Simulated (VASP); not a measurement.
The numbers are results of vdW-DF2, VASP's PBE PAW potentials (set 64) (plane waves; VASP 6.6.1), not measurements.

VASP input:

### POSCAR
```
ZnS
1
    1.9673828542    -3.4076070151     0.0000000000
    1.9673828542     3.4076070151     0.0000000000
    0.0000000000     0.0000000000     6.4585597727
Zn S
2 2
Direct
  0.6666670000   0.3333330000   0.5003106821
  0.3333330000   0.6666670000   0.0003106821
  0.6666670000   0.3333330000   0.8746893179
  0.3333330000   0.6666670000   0.3746893179
```

File KPOINTS:
```
k-points along high-symmetry lines
10
Line-mode
Reciprocal
  0.000000   0.000000   0.000000 ! GAMMA
  0.000000   0.500000   0.000000 ! M

  0.000000   0.500000   0.000000 ! M
 -0.333333   0.666667   0.000000 ! K

 -0.333333   0.666667   0.000000 ! K
  0.000000   0.000000   0.000000 ! GAMMA

  0.000000   0.000000   0.000000 ! GAMMA
  0.000000   0.000000   0.500000 ! A

  0.000000   0.000000   0.500000 ! A
  0.000000   0.500000   0.500000 ! L

  0.000000   0.500000   0.500000 ! L
 -0.333333   0.666667   0.500000 ! H

 -0.333333   0.666667   0.500000 ! H
  0.000000   0.000000   0.500000 ! A

  0.000000   0.500000   0.500000 ! L
  0.000000   0.500000   0.000000 ! M

 -0.333333   0.666667   0.500000 ! H
 -0.333333   0.666667   0.000000 ! K
```

INCAR:
```
LASPH  =  T   # aspherical one-centre terms
SYSTEM  =  ZnS
LMAXMIX  =  4
GGA  =  ML
NELM  =  100   # most electronic steps
LORBIT  =  11
AGGAC  =  0.0
EDIFF  =  1E-7
ZAB_VDW  =  -1.8867
ICHARG  =  11   # fixed density
LUSE_VDW  =  T
PREC  =  Accurate
LWAVE  =  F
ISMEAR  =  0   # Gaussian
ALGO  =  Normal
LREAL  =  F
LCHARG  =  F
ENCUT  =  520
SIGMA  =  0.05
```

POTCAR, in this order: Zn S (PBE.64 set). Program: vasp_std. Read from the step before: CHGCAR.

The resulting files:

### OSZICAR
```
       N       E                     dE             d eps       ncg     rms          rms(c)
DAV:   1     0.244420742685E+03    0.24442E+03   -0.17658E+04  3960   0.194E+03
DAV:   2     0.196598494722E+02   -0.22476E+03   -0.21915E+03  4160   0.381E+02
DAV:   3    -0.222906063450E+01   -0.21889E+02   -0.21611E+02  4770   0.117E+02
DAV:   4    -0.271561900999E+01   -0.48656E+00   -0.48602E+00  4560   0.174E+01
DAV:   5    -0.272423533022E+01   -0.86163E-02   -0.86144E-02  4880   0.209E+00
DAV:   6    -0.272446131243E+01   -0.22598E-03   -0.22597E-03  4670   0.357E-01
DAV:   7    -0.272447000092E+01   -0.86885E-05   -0.86883E-05  4906   0.636E-02
DAV:   8    -0.272447032562E+01   -0.32470E-06   -0.32468E-06  4548   0.125E-02
DAV:   9    -0.272447033675E+01   -0.11125E-07   -0.11072E-07  3540   0.236E-03
   1 F= -.27244703E+01 E0= -.27244703E+01  d E =-.958944E-11
```

### OUTCAR
```
 val. band max:        1.2325257822   @ k =   0.0000   0.0000   0.0000

 cond. band min:       2.8249741202   @ k =   0.0000   0.0000   0.0000



 k-point     1 :       0.0000    0.0000    0.0000
  band No.  band energies     occupation
      1     -11.3353      2.00000
      2     -10.5858      2.00000
      3      -4.9305      2.00000
      4      -4.9206      2.00000
      5      -4.9206      2.00000
      6      -4.8549      2.00000
      7      -4.8549      2.00000
      8      -4.5931      2.00000
      9      -4.5931      2.00000
     10      -4.5373      2.00000
     11      -4.5373      2.00000
     12      -4.4042      2.00000
     13      -3.4601      2.00000
     14       0.4937      2.00000
     15       0.4937      2.00000
     16       1.1608      2.00000
     17       1.2325      2.00000
     18       1.2325      2.00000
     19       2.8250      0.00000
     20       4.0784      0.00000
     21       7.6207      0.00000
     22       7.6212      0.00000

 k-point     2 :       0.0000    0.0556    0.0000
  band No.  band energies     occupation
      1     -11.3178      2.00000
      2     -10.5761      2.00000
      3      -4.9283      2.00000
      4      -4.9191      2.00000
      5      -4.9172      2.00000
      6      -4.8526      2.00000
      7      -4.8502      2.00000
      8      -4.5951      2.00000
      9      -4.5933      2.00000
     10      -4.5436      2.00000
     11      -4.5366      2.00000
     12      -4.3986      2.00000
     13      -3.4357      2.00000
     14       0.3321      2.00000
     15       0.4512      2.00000
     16       0.9912      2.00000
     17       1.1411      2.00000
     18       1.2106      2.00000
     19       3.0542      0.00000
     20       4.2361      0.00000
     21       7.5002      0.00000
     22       7.6762      0.00000

 k-point     3 :       0.0000    0.1111    0.0000
  band No.  band energies     occupation
      1     -11.2664      2.00000
      2     -10.5482      2.00000
...
```

The density is held fixed in this step, so its total energy and stress have no physical meaning.

The compound is ZnS in the wurtzite structure, the high-temperature form. It was relaxed first, which changed the volume by +9 %.
